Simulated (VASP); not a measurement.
Input:

```
CELL_PARAMETERS angstrom
      0.00000     3.66743     3.66743
      3.66743     0.00000     3.66743
      3.66743     3.66743     0.00000
ATOMIC_POSITIONS crystal
  K  0.25000 0.25000 0.25000
  K  0.75000 0.75000 0.75000
  S  0.00000 0.00000 0.00000
```

Calculation: PBEsol GGA, VASP's PBE PAW potentials (set 64) (plane waves; VASP). Run with 480 eV cut-off, 6×6×6 Γ-centred mesh, Gaussian smearing of 0.050 eV, potentials K_sv S.

Predict the energy per atom (σ→0), band gap (on the k-mesh) with the smallest direct gap where there is one.

| Quantity | Value |
|---|---|
| band gap (on the k-mesh) | 2.35 eV |
| smallest direct gap (on the k-mesh) | 2.57 eV |
| energy per atom (σ→0) | -3.288 eV/atom |

Total energies compare only between runs with the same potentials, cut-off and functional.

The compound is K2S in the antifluorite structure. It was relaxed first.
